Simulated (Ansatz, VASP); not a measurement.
Given: the input of a run of VASP 6.6.1 on CsLiCr2Te2S3.

INCAR

```
PREC     = Accurate       # precision mode
ENCUT    = 520            # plane-wave cutoff, eV
EDIFF    = 1E-7           # SCF threshold, eV
ISMEAR   = -1             # smearing method
SIGMA    = 0.05           # smearing width, eV
LREAL    = False          # projectors in reciprocal space
LASPH    = True           # aspherical terms in the spheres
NELM     = 100            # most SCF steps
ALGO     = Normal         # electronic algorithm
ISIF     = 2              # what is computed and relaxed
LWAVE    = False          # write WAVECAR
LCHARG   = False          # write CHGCAR
ISPIN    = 2              # spin polarisation
MAGMOM   = 0 0 3 3 0 0 0 0 0 # initial moments
LORBIT   = 11             # projections on sites
LMAXMIX  = 4              # l up to which the mixer works
GGA      = PE             # functional
NBANDS   = 47             # bands
KPAR     = 4
```

KPOINTS

```
regular mesh
0
Gamma
  7 7 4
```

The input POSCAR:

```
CsLiCr2Te2S3
1.0
    7.1910699500     -2.0758896218      0.0174805112
    7.1910699500      2.0758896218      0.0174805112
   -2.4989140464      0.0000000000      7.1825960453
Cs Li Cr Te S
1 1 2 2 3
Direct
    0.5000000000      0.5000000000      0.0000000000
    0.0000000000      0.0000000000      0.5000000000
    0.3287000000      0.3287000000      0.4330000000
    0.6713000000      0.6713000000      0.5670000000
    0.8067200000      0.8067200000      0.1742700000
    0.1932800000      0.1932800000      0.8257300000
    0.1635800000      0.1635800000      0.3971300000
    0.8364200000      0.8364200000      0.6028700000
    0.5000000000      0.5000000000      0.5000000000
```

Potentials or basis: VASP PAW PBE potentials, release 64 (Cs_sv, Li_sv, Cr_pv, Te, S).

Run with:

```console
$ cat potpaw_PBE.64/Cs_sv/POTCAR potpaw_PBE.64/Li_sv/POTCAR potpaw_PBE.64/Cr_pv/POTCAR potpaw_PBE.64/Te/POTCAR potpaw_PBE.64/S/POTCAR > POTCAR
$ mpirun -np 4 vasp_std > vasp.out
```

**Question.** Set up the same calculation for Ansatz 0.2.0. Potentials there: Ansatz PAW.

**Answer.** As run (the cutoff follows the program's own potentials):

File input.yaml:

```yaml
crystal:
  lattice:
    - [7.19106995, -2.0758896218, 0.0174805112]
    - [7.19106995, 2.0758896218, 0.0174805112]
    - [-2.4989140464, 0.0, 7.1825960453]
  atoms:
    - { symbol: Cs, position: [0.5, 0.5, 0.0] }
    - { symbol: Li, position: [0.0, 0.0, 0.5] }
    - { symbol: Cr, position: [0.3287, 0.3287, 0.433], spin: 3.0 }
    - { symbol: Cr, position: [0.6713, 0.6713, 0.567], spin: 3.0 }
    - { symbol: Te, position: [0.80672, 0.80672, 0.17427] }
    - { symbol: Te, position: [0.19328, 0.19328, 0.82573] }
    - { symbol: S, position: [0.16358, 0.16358, 0.39713] }
    - { symbol: S, position: [0.83642, 0.83642, 0.60287] }
    - { symbol: S, position: [0.5, 0.5, 0.5] }
hamiltonian:
  xc: pbe
  pseudopotentials: { kind: paw }
magnetization:
  spin_polarized: true
kpoints:
  mp_grid: { grid: [7, 7, 4] }
scf:
  occupations: { method: fermi_dirac, width: 0.05 }
output:
  forces: true
  stress: true
  eigenvalues: true
```

Potentials or basis: Ansatz PAW.

Run with:

```sh
$ ansatz run input.yaml --threads 8 --pin off --max-ram 20480MiB --backend cpu --events-out ev --progress --plain --runs-dir out
```

Both were run:

|  | VASP | Ansatz | Ansatz less VASP |
| --- | --- | --- | --- |
| gap on the k mesh at the Fermi level (eV) | none | none | - |
| rms of the force components (eV/Å) | 0.088 | 0.087 | -0.0006 |
| net moment per atom (μB) | 0.57 | 0.57 | -0.002 |
| size of the moment on the site where the two differ most (μB) | 2.76 | 2.50 | -0.263 |

Site moments also hang on the region over which each program counts them. Atom by atom the forces differ by 0.003 eV/Å (rms over components). A gap of «none» marks a metal or a gap that the smearing closes. With one functional, cell and mesh, what is left measures potentials, basis and numerics. The two sets of potentials don't hold the same shells in valence.

Caveats: only a ferromagnetic start was run, and an antiferromagnetic order may lie lower in energy. Spin-orbit coupling is left out, which matters for the levels of Cs, Te.
